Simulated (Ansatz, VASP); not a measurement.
**Se (linear Se chain): VASP beside Ansatz**

One calculation is typed for both programs; each brings its own data sets. How far apart do they land? The cell is taken from a series of runs on this material, whose earlier steps may have relaxed, scaled, displaced or heated it; both programs get it as it stands.

Method: plane waves, with VASP 6.6.1 beside it; single point at RPBE, in Ansatz 0.2.0.

### 1. Starting point

The cell holds 1 atom: 1 Se. Its edges and angles: a = 7.500 Å, b = 7.500 Å, c = 3.101 Å, α = 90.0°, β = 90.0°, γ = 90.0°. Vacuum lies along a and b. The structure's axis is c.

### 2. Ansatz: single point, RPBE

Ansatz runs on its default PAW (the set named soft_2) files.

With cell and atoms fixed, the geometry can't cause a difference; cores, projectors, grids and the points listed under the comparison can.

Contents of input.yaml:

```yaml
crystal:
  lattice:
    - [7.5, 0.0, 0.0]
    - [0.0, 7.5, 0.0]
    - [0.0, 0.0, 3.100731042]
  atoms:
    - { symbol: Se, position: [0.5, 0.5, 0.0], spin: 0.3 }
magnetization:
  spin_polarized: true
kpoints:
  mp_grid: { grid: [1, 1, 26] }
scf:
  occupations: { method: fermi_dirac, width: 0.05 }
hamiltonian:
  xc: rpbe
output:
  transmission:
    e_range: [-2, 2]
    de: 0.035
    kmesh: [1, 1]
    reduced_basis: true
    leads: [[0, 0]]
  stress: true
```

The run is started by

```bash
$ ansatz run input.yaml --threads 4 --pin off --max-ram 8192MiB --backend cpu --events-out ev --progress --plain --runs-dir out
```

Numbers of over 12 decimals in the logs are rounded to 6 here.

The program printed:

```text
Engine: ansatz 0.2.0, aarch64-unknown-linux-gnu
Pseudopotentials: kind: paw
Pseudopotential: Se, paw, valence charge 16, recommended cutoff 420 eV (normal), Se.paw.azcp
Functional definition: RPBE
  parameter kappa = 0.804
  parameter beta = 0.066725
  exchange = rpbe_x(kappa = kappa, mu = beta*pi^2/3)
  correlation = pbe_c(beta = beta)
Crystal: 1 atoms, lattice volume = 174.416 Å³
Basis set: ecut = 420 eV, 3427 PW (Γ)
Bands: 13, of which v1, the nominal top of the filled ones, is band 8 counted from 1 (7 counted from 0)
Symmetry: 16 space group operations
Space group: P4/mmm (ITA 123), of the structure as read, at distance tolerance 5.6e-5 Å
Magnetic group: BNS 123.339 (UNI 999), of the structure as read, at distance tolerance 5.6e-5 Å
k-points: 14 of 26
Non-local potential: Se, projectors of the file, l = 0: 2, l = 1: 2, l = 2: 3, l = 3: 1
PAW form: soft (Blöchl's): semilocal exchange-correlation on the pseudo side does not see the compensation charge
PAW frozen core: Se, regenerated for the run's functional, and the local potential with it (the file was generated under x = pbe(κ = 0.804, μ = 0.219515), c = pbe(β = 0.066725))
PAW one-centre angular grid: Se, 590 points (default); XC on 64 Gauss nodes
Initial density: superposition of atomic densities (neutral atoms: chi_scale 0, normalization atom)
Starting moments: Σ|m| = 0.3 μB on 1 of 1 site
Initial wavefunctions: pseudopotential atomic-orbital guess
Functional: x = rpbe, c = pbe(β = 0.066725)
iter 1 solved again at ethr=2.63e-4 eV; its pass at ethr=3.10e-3 eV (dr2=4.22e-2 eV) is discarded
SCF iter   1: F=—  HF=-5473.606060 eV  |F-HF|=—  |Δ(HF+E_count)|=         —  Δρ=9.38e-3 (↑9.38e-3 ↓9.34e-3)  dr2=4.20e-2  dr2_m=1.28e-1  M=0.166 μB ∫|m|=0.171 μB  β_m=0.30  ethr=2.63e-4  ⟨swp⟩=1.0  Hψ=2581  notcnv=0
preconditioner: auto → LDOS  [metal: Δε(μ)=0.107 eV  Ē_g=10.508 eV  σ=0.050 eV  W_gap=0.41  n_scr=12 (ndim 8)  ℏωp=6.9 eV  f_vac=0.718  D(μ)=3.04/eV (n_scr^D=12)]
spin=Collinear: LDOS preconditioning applied to the charge; magnetization (m = ρ↑ − ρ↓) channel mixes plain (no charge-response kernel on spin).
SCF iter   2: F=—  HF=-5473.608588 eV  |F-HF|=—  |Δ(HF+E_count)|=   2.53e-3  Δρ=6.53e-3 (↑6.53e-3 ↓6.53e-3)  dr2=1.81e-2  dr2_m=6.33e-2  M=0.169 μB ∫|m|=0.174 μB  β_m=0.30  ethr=2.62e-4  ⟨swp⟩=2.0  Hψ=482  notcnv=0
spin-set hold released at iteration 2 (site moments show no strong build): the magnetisation degrees of freedom join the quasi-Newton model from the next iteration; the mixer history was kept
SCF iter   3: F=—  HF=-5473.610427 eV  |F-HF|=—  |Δ(HF+E_count)|=   1.84e-3  Δρ=4.54e-3 (↑4.39e-3 ↓4.54e-3)  dr2=2.97e-3  dr2_m=3.14e-2  M=0.168 μB ∫|m|=0.173 μB  β_m=0.13  ethr=1.13e-4  ⟨swp⟩=2.2  Hψ=577  notcnv=0
SCF iter   4: F=—  HF=-5473.613002 eV  |F-HF|=—  |Δ(HF+E_count)|=   2.57e-3  Δρ=2.69e-3 (↑2.45e-3 ↓2.69e-3)  dr2=2.92e-3  dr2_m=1.01e-2  M=0.180 μB ∫|m|=0.186 μB  β_m=0.48  ethr=1.86e-5  ⟨swp⟩=1.0  Hψ=364  notcnv=0
SCF iter   5: F=—  HF=-5473.615217 eV  |F-HF|=—  |Δ(HF+E_count)|=   2.21e-3  Δρ=8.41e-4 (↑3.30e-4 ↓8.41e-4)  dr2=1.11e-3  dr2_m=4.71e-4  M=0.231 μB ∫|m|=0.239 μB  β_m=0.74  ethr=1.82e-5  ⟨swp⟩=2.4  Hψ=564  notcnv=0
SCF iter   6: F=—  HF=-5473.617623 eV  |F-HF|=—  |Δ(HF+E_count)|=   2.41e-3  Δρ=8.72e-4 (↑8.34e-4 ↓8.72e-4)  dr2=4.28e-5  dr2_m=1.16e-3  M=0.324 μB ∫|m|=0.335 μB  β_m=0.87  ethr=6.91e-6  ⟨swp⟩=2.0  Hψ=586  notcnv=0
SCF iter   7: F=-5473.625819 eV  HF=-5473.622541 eV  |F-HF|=3.28e-3  |Δ(HF+E_count)|=   4.92e-3  Δρ=1.51e-3 (↑1.51e-3 ↓1.21e-3)  dr2=8.47e-4  dr2_m=2.80e-3  M=0.463 μB ∫|m|=0.478 μB  β_m=0.87  ethr=2.68e-7  ⟨swp⟩=2.8  Hψ=779  notcnv=0
SCF iter   8: F=-5473.639492 eV  HF=-5473.632185 eV  |F-HF|=7.31e-3  |Δ(HF+E_count)|=   9.64e-3  Δρ=2.14e-3 (↑2.14e-3 ↓1.81e-3)  dr2=1.13e-3  dr2_m=6.05e-3  M=0.650 μB ∫|m|=0.672 μB  β_m=0.94  ethr=2.68e-7  ⟨swp⟩=3.0  Hψ=804  notcnv=0
SCF iter   9: F=-5473.673552 eV  HF=-5473.656908 eV  |F-HF|=1.66e-2  |Δ(HF+E_count)|=   2.47e-2  Δρ=3.17e-3 (↑3.17e-3 ↓2.67e-3)  dr2=1.83e-3  dr2_m=1.33e-2  M=0.963 μB ∫|m|=0.995 μB  β_m=0.97  ethr=2.68e-7  ⟨swp⟩=3.0  Hψ=846  notcnv=0
SCF iter  10: F=-5473.702197 eV  HF=-5473.700312 eV  |F-HF|=1.88e-3  |Δ(HF+E_count)|=   4.34e-2  Δρ=1.21e-3 (↑8.07e-4 ↓1.21e-3)  dr2=1.14e-3  dr2_m=1.47e-3  M=1.165 μB ∫|m|=1.206 μB  β_m=0.98  ethr=2.68e-7  ⟨swp⟩=3.5  Hψ=873  notcnv=0
SCF iter  11: F=-5473.702026 eV  HF=-5473.703391 eV  |F-HF|=1.36e-3  |Δ(HF+E_count)|=   3.08e-3  Δρ=8.19e-4 (↑4.09e-4 ↓8.19e-4)  dr2=2.82e-3  dr2_m=1.04e-4  M=1.189 μB ∫|m|=1.231 μB  β_m=0.81  ethr=2.68e-7  ⟨swp⟩=3.0  Hψ=784  notcnv=0
SCF iter  12: F=-5473.702519 eV  HF=-5473.702834 eV  |F-HF|=3.15e-4  |Δ(HF+E_count)|=   5.57e-4  Δρ=5.81e-4 (↑1.17e-4 ↓5.81e-4)  dr2=9.34e-4  dr2_m=1.01e-4  M=1.180 μB ∫|m|=1.222 μB  β_m=0.36  ethr=2.68e-7  ⟨swp⟩=2.1  Hψ=560  notcnv=0
SCF iter  13: F=-5473.700985 eV  HF=-5473.696582 eV  |F-HF|=4.40e-3  |Δ(HF+E_count)|=   6.25e-3  Δρ=1.78e-3 (↑1.78e-3 ↓1.39e-3)  dr2=1.32e-3  dr2_m=3.80e-3  M=1.153 μB ∫|m|=1.193 μB  β_m=0.71  ethr=2.68e-7  ⟨swp⟩=2.5  Hψ=719  notcnv=0  recentre
SCF iter  14: F=-5473.702775 eV  HF=-5473.702719 eV  |F-HF|=5.59e-5  |Δ(HF+E_count)|=   6.14e-3  Δρ=1.77e-4 (↑1.51e-4 ↓1.77e-4)  dr2=4.91e-6  dr2_m=4.24e-5  M=1.173 μB ∫|m|=1.214 μB  β_m=0.86  ethr=2.68e-7  ⟨swp⟩=3.0  Hψ=750  notcnv=0
SCF iter  15: F=-5473.702807 eV  HF=-5473.702795 eV  |F-HF|=1.17e-5  |Δ(HF+E_count)|=   7.64e-5  Δρ=9.64e-5 (↑9.64e-5 ↓7.09e-5)  dr2=3.18e-6  dr2_m=1.09e-5  M=1.169 μB ∫|m|=1.211 μB  β_m=0.93  ethr=3.07e-8  ⟨swp⟩=2.3  Hψ=619  notcnv=0
SCF iter  16: F=-5473.702814 eV  HF=-5473.702811 eV  |F-HF|=3.07e-6  |Δ(HF+E_count)|=   1.59e-5  Δρ=5.98e-5 (↑5.98e-5 ↓3.95e-5)  dr2=2.84e-6  dr2_m=3.58e-6  M=1.168 μB ∫|m|=1.210 μB  β_m=0.96  ethr=1.99e-8  ⟨swp⟩=2.5  Hψ=599  notcnv=0
SCF iter  17: F=-5473.702817 eV  HF=-5473.702817 eV  |F-HF|=2.15e-7  |Δ(HF+E_count)|=   5.45e-6  Δρ=2.42e-5 (↑2.42e-5 ↓1.42e-5)  dr2=5.48e-7  dr2_m=5.43e-7  M=1.167 μB ∫|m|=1.209 μB  β_m=0.90  ethr=1.78e-8  ⟨swp⟩=2.5  Hψ=474  notcnv=0
SCF iter  18: F=-5473.702817 eV  HF=-5473.702817 eV  |F-HF|=4.00e-9  |Δ(HF+E_count)|=   8.85e-7  Δρ=1.72e-6 (↑1.72e-6 ↓9.68e-7)  dr2=3.52e-9  dr2_m=2.25e-9  M=1.166 μB ∫|m|=1.209 μB  β_m=0.95  ethr=6.25e-10  ⟨swp⟩=3.0  Hψ=1514  notcnv=0
SCF iter  19: F=-5473.702817 eV  HF=-5473.702817 eV  |F-HF|=9.73e-11  |Δ(HF+E_count)|=   7.25e-9  Δρ=9.22e-8 (↑9.22e-8 ↓8.70e-8)  dr2=3.06e-11  dr2_m=5.75e-12  M=1.166 μB ∫|m|=1.209 μB  ethr=2.20e-11  ⟨swp⟩=4.0  Hψ=1332  notcnv=0
SCF 1 converged in 19 iterations: F = -5473.702817 eV  dr2 = 3.06e-11
  greatest PAW one-centre occupation: 1.000 electrons in one spin orbital (limit 2), on the Se atom at site 0 (counted from 0), in its partial waves of l = 2
at 6 of the mixer's solves, the last at iteration 11, it left a direction of its history that read negative out of its fit and stepped the other way along it
transmission: 8 of 48 steps passed
transmission: 12 of 48 steps passed
[...]
transmission: 48 of 48 steps passed
SCF converged after 19 iterations
Magnetization: 1.1664 μB (8.5832 up, 7.4168 down)
Absolute magnetization: 1.1703 μB (∫|ρ↑−ρ↓|, with the PAW one-centre terms)
Spin contamination: 0.0020 ħ² per cell (⟨S²⟩ above its minimum at these occupations)
Per-site moments (μB) at R_I (Å): [(0.890514, 1.279051554825)]
Free energy (F): -5473.702817 eV
Harris-Foulkes:  -5473.702817 eV  (|F-HF|=9.73e-11)
Internal energy: -5473.690123 eV  (E = F + TS)
E sigma→0 (E₀):  -5473.696470 eV
Entropy (-TS):   -0.012695 eV (-12.695 meV/atom)
Fermi energy:    -4.200780 eV
--- Per-component energies (eV) ---
  E_band       = -566.324259
  E_kinetic    = 113.722421
  E_local      = -4443.157219  (includes V_loc(G=0)·N_el)
  E_nonlocal   = -596.210692
  E_hartree    = 2117.036515
  E_xc         = -101.330647
  E_vxc        = -93.715356  (∫ρ·V_xc dr)
  E_paw        = -1917.692661  (= ΣΔE_a)
  E_vpaw       = 218.964271  (= ΣTr[D̂ρ^β])
  E_aug_tail   = -0.000584  (compensation charges beyond the density's cutoff)
  E_ewald      = -645.782656
  E_core_change = -0.274599  (= ΣΔE_core)
  E_smearing   = -0.012695  (= −TS)
  E_closure    = 0.000000  (closes the sum)
  Σ components = -5473.702817   (vs F -5473.702817, Δ=0.00e0)
--- Stress (GPa, compression-positive) ---
        0.076846       0.000000       0.000000
        0.000000       0.076846       0.000000
        0.000000       0.000000      -3.784578
  P = ⅓ Tr σ = -1.2103 GPa (-12.103 kbar)
--- Band table (eV; the first three rows and the last of 28) ---
  k-point 0 ↑: bands = [... 4 lower, -51.4148, -16.5489, -5.7624, -5.7624, -1.8904, 0.4279, 2.2311, 3.4864, ... 1 higher]
  k-point 1 ↑: bands = [... 4 lower, -51.4148, -16.5356, -5.7489, -5.7489, -2.0183, 0.4543, 2.2538, 3.5052, ... 1 higher]
  k-point 2 ↑: bands = [... 4 lower, -51.4148, -16.4959, -5.7088, -5.7088, -2.3696, 0.5307, 2.3222, 3.5607, ... 1 higher]
  k-point 13 ↓: bands = [... 4 lower, -51.2582, -14.3530, -6.8324, -3.3284, -3.3284, 3.9739, 3.9739, 4.3821, ... 1 higher]
--- Transmission ---
  basis      : 497 plane waves across, 4 finite elements along
  points     : 1, standing for a mesh of 1 x 1
  filling    : by the input's occupations and mesh, since the crystals that have channels conduct as metals do. If one of these is a semiconductor, that mesh has misplaced its level
  energies   : 115 from -2.000000 to 1.990000 eV about the Fermi level, 0.035000 eV apart; the leads are filled to 0.000000 eV, and channels, transmission and decay are at -0.005000 eV
  crystal 0  : Se1, at the sites [0, 0], period 3.1007 Å: whole cells are its period
    offset         : up to 0.0000 Å between an atom of the period and one for which it stands
    filled         : 11.6 meV over the level at which it is neutral
    channels       : 1.000000e0 up, 3.000000e0 down
    conductance    : 2.7549e14 S/m² at 300 K; may be off by some 0.0 % by where its bands' edges are placed, 0.0 % from the distance to neutral
```

In the SCF lines HF is the Harris–Foulkes energy and dr2 the Hartree energy of the density residual, in eV; the loop may stop once dr2 is under the threshold and the program's other checks hold. Hψ counts applications of the Hamiltonian.

### 3. VASP: single point, RPBE

The same cell, functional, mesh and smearing now go to VASP, with its own data sets.

Lines of VASP's logs that name or quote its potential files are left out, and so is its time.

Contents of INCAR:

```
SYSTEM = Se
PREC = Accurate
ENCUT = 500
EDIFF = 1E-06
NELM = 200
ISMEAR = -1
SIGMA = 0.05
LREAL = .FALSE.
ALGO = Normal
GGA = RP
NBANDS = 10
ISPIN = 2
MAGMOM = 0.89
LORBIT = 11
LWAVE = .FALSE.
LCHARG = .FALSE.
ISIF = 2
LASPH = .TRUE.
GGA_COMPAT = .FALSE.
```

Contents of POSCAR:

```
Se
1.0
    7.5000000000      0.0000000000      0.0000000000
    0.0000000000      7.5000000000      0.0000000000
    0.0000000000      0.0000000000      3.1007310420
Se
1
Direct
    0.5000000000      0.5000000000      0.0000000000
```

Contents of KPOINTS:

```
Automatic mesh
0
Gamma
1 1 26
0 0 0
```

PAW data sets: Se (PBE family, release 64).

The run is started by

```bash
$ mpirun -np 1 vasp_std
```

The program printed:

```text
[banner, memory and clock lines left out]
running    1 mpi-ranks, on    1 nodes
 distrk:  each k-point on    1 cores,    1 groups
 distr:  one band on    1 cores,    1 groups

 POSCAR found type information on POSCAR Se
 POSCAR found :  1 types and       1 ions
|                                                                             |
|               ----> ADVICE to this user running VASP <----                  |
|                                                                             |
|     You enforced a specific xc type in the INCAR file but a different       |
|     [... a line on the potential file left out ...]
|     I HOPE YOU KNOW WHAT YOU ARE DOING!                                     |
|                                                                             |

 LDA part: xc-table for (Slater+PW92), standard interpolation
 POSCAR, INCAR and KPOINTS ok, starting setup
 FFT: planning ... GRIDC
 FFT: planning ... GRID_SOFT
 FFT: planning ... GRID
 WAVECAR not read
 entering main loop
       N       E                     dE             d eps       ncg     rms          rms(c)
DAV:   1     0.313095277003E+02    0.31310E+02   -0.16004E+03   560   0.332E+02
DAV:   2     0.101226268498E+01   -0.30297E+02   -0.27284E+02   846   0.595E+01
DAV:   3    -0.167241681532E+01   -0.26847E+01   -0.26032E+01   628   0.241E+01
DAV:   4    -0.171255238880E+01   -0.40136E-01   -0.40072E-01   646   0.350E+00
DAV:   5    -0.171283760454E+01   -0.28522E-03   -0.28521E-03   678   0.298E-01    0.144E+00
DAV:   6    -0.176310633701E+01   -0.50269E-01   -0.12453E-01   618   0.161E+00    0.731E-01
DAV:   7    -0.175808260668E+01    0.50237E-02   -0.25224E-02   618   0.600E-01    0.296E-01
DAV:   8    -0.176826230501E+01   -0.10180E-01   -0.55208E-03   596   0.401E-01    0.121E-01
DAV:   9    -0.177379629045E+01   -0.55340E-02   -0.11070E-03   580   0.154E-01    0.664E-02
DAV:  10    -0.177320562790E+01    0.59066E-03   -0.16794E-04   572   0.673E-02    0.233E-02
DAV:  11    -0.177396050296E+01   -0.75488E-03   -0.80910E-05   580   0.454E-02    0.865E-03
DAV:  12    -0.177404016391E+01   -0.79661E-04   -0.12540E-05   584   0.173E-02    0.579E-03
DAV:  13    -0.177403977013E+01    0.39378E-06   -0.30699E-06   576   0.796E-03
   1 F= -.17740398E+01 E0= -.17677106E+01  d E =-.126583E-01  mag=     1.1655
```

OUTCAR, selected parts (step 3):

```text
ion  position               nearest neighbor table
   1  0.500  0.500  0.000-

  LATTYP: Found a simple tetragonal cell.
 ALAT       =     7.5000000000
 C/A-ratio  =     0.4134308056

 Subroutine GETGRP returns: Found 16 space group operations
 (whereof 16 operations were pure point group operations)

The static configuration has the point symmetry D_4h.

 Found     14 irreducible k-points:

   k-points           NKPTS =     14   k-points in BZ     NKDIM =     14   number of bands    NBANDS=     10

   dimension x,y,z NGX =    56 NGY =   56 NGZ =   24
   dimension x,y,z NGXF=   112 NGYF=  112 NGZF=   48

   ENCUT  =  500.0 eV  36.75 Ry    6.06 a.u.  13.67 13.67  5.65*2*pi/ulx,y,z

   NELECT =       6.0000    total number of electrons

 k-points in reciprocal lattice and weights: Automatic mesh
   0.00000000  0.00000000  0.00000000       0.038
   0.00000000  0.00000000  0.03846154       0.077
   0.00000000  0.00000000  0.07692308       0.077
   0.00000000  0.00000000  0.11538462       0.077
   0.00000000  0.00000000  0.15384615       0.077
   0.00000000  0.00000000  0.19230769       0.077
   0.00000000  0.00000000  0.23076923       0.077
   0.00000000  0.00000000  0.26923077       0.077
   0.00000000  0.00000000  0.30769231       0.077
[...]
0.00000000  0.00000000  0.46153846       0.077
   0.00000000  0.00000000  0.50000000       0.038

 average (electrostatic) potential at core
       1 -62.9678

 E-fermi :  -4.8641

 spin component 1
 k-point     1 :       0.0000    0.0000    0.0000
  band No.  band energies     occupation
      1     -17.2092      1.00000
      2      -6.4235      1.00000
      3      -6.4235      1.00000
      4      -2.5508      0.00000
      5      -0.2374      0.00000
      6       1.5705      0.00000
      7       2.8208      0.00000
      8       2.8208      0.00000
    ...

 k-point     2 :       0.0000    0.0000    0.0385
  band No.  band energies     occupation
      1     -17.1958      1.00000
      2      -6.4100      1.00000
      3      -6.4100      1.00000
      4      -2.6787      0.00000
      5      -0.2110      0.00000
      6       1.5932      0.00000
      7       2.8395      0.00000
      8       2.8395      0.00000
    ...

 k-point     3 :       0.0000    0.0000    0.0769
  band No.  band energies     occupation
      1     -17.1561      1.00000
      2      -6.3699      1.00000
      3      -6.3699      1.00000
      4      -3.0299      0.00000
      5      -0.1347      0.00000
      6       1.6615      0.00000
      7       2.8951      0.00000
      8       2.8951      0.00000
    ...

 k-point     4 :       0.0000    0.0000    0.1154
  band No.  band energies     occupation
      1     -17.0912      1.00000
      2      -6.3044      1.00000
      3      -6.3044      1.00000
      4      -3.5336      0.00000
      5      -0.0127      0.00000
      6       1.7752      0.00000
      7       2.9854      0.00000
      8       2.9854      0.00000
    ...

 k-point     5 :       0.0000    0.0000    0.1538
  band No.  band energies     occupation
      1     -17.0030      1.00000
      2      -6.2156      1.00000
      3      -6.2156      1.00000
      4      -4.1210      0.00000
      5       0.1534      0.00000
      6       1.9342      0.00000
      7       3.1060      0.00000
      8       3.1060      0.00000
    ...

 k-point     6 :       0.0000    0.0000    0.1923
  band No.  band energies     occupation
      1     -16.8945      1.00000
      2      -6.1064      1.00000
      3      -6.1064      1.00000
      4      -4.7402      0.07745
      5       0.3634      0.00000
      6       2.1385      0.00000
      7       3.2481      0.00000
      8       3.2481      0.00000
    ...

  Total        0.0833901      0.0833901     -4.1278433      0.0000000      0.0000000      0.0000000
  in kB        0.7660173      0.7660173    -37.9181515      0.0000000      0.0000000      0.0000000
  external PRESSURE =     -12.1287056 kB  Pullay stress =       0.0000000 kB

  energy-cutoff  :      500.00
  volume of cell :      174.42
      direct lattice vectors                 reciprocal lattice vectors
     7.500000000  0.000000000  0.000000000     0.133333333  0.000000000  0.000000000
     0.000000000  7.500000000  0.000000000     0.000000000  0.133333333  0.000000000
     0.000000000  0.000000000  3.100731042     0.000000000  0.000000000  0.322504592

 POSITION                                       TOTAL-FORCE (eV/Angst)
 -----------------------------------------------------------------------------------
      3.75000      3.75000      0.00000         0.000000      0.000000      0.000000
 -----------------------------------------------------------------------------------
    total drift:                                0.000000     -0.000000      0.000000

  FREE ENERGIE OF THE ION-ELECTRON SYSTEM (eV)
  ---------------------------------------------------
  free  energy   TOTEN  =        -1.7740397701 eV

  energy  without entropy=       -1.7613814942  energy(sigma->0) =       -1.76771063

 total charge
# of ion       s       p       d       tot
------------------------------------------
    1        1.508   2.046   0.006   3.560

 magnetization (x)
# of ion       s       p       d       tot
------------------------------------------
    1        0.016   0.673   0.001   0.689

[... 6 further parts left out ...]
```

### 4. Comparison

Known differences besides the potentials themselves: VASP starts from the moments at which Ansatz ended; the data sets hold 16 valence electrons in Ansatz (on its default PAW (the set named soft_2) files) and 6 in VASP; the cutoff is 420 eV in Ansatz and 500 eV in VASP; Ansatz makes its cores anew for this functional, VASP keeps those of its PBE data sets; site moments are counted in spheres of each program's own size. Total energies have different zeros and are not compared.

The two programs side by side:

```
          quantity  Ansatz   VASP  difference
    pressure (GPa)   -1.21  -1.21        0.00
 total moment (μB)    1.17   1.17        0.00
moment on Se1 (μB)    0.89   0.69       +0.20
```

### 5. Summary of results

| Property | Result |
| --- | --- |
| difference in total moment (single point, RPBE) | 9.4e-4 μB |

**Reading.** The difference in total moment is 9.4e-4 μB (single point, RPBE). The data sets hold unlike numbers of valence electrons (16 in Ansatz and 6 in VASP), so part of the differences comes from the potentials. How closely two codes agree says nothing of how well the functional describes the real material.

[Lines on the potential files, build, host, timing and source positions are cut from VASP's logs without a mark.]

[Logs are printed without paths, hosts, clocks, repeated set-up lines and the standing remarks that a program may print on its own settings, such as how far it seeks lower states.]

[Hosts, paths, dates, database ids (printed as entryN), source tags and the programs' standing remarks are cut or masked in the printed files.]
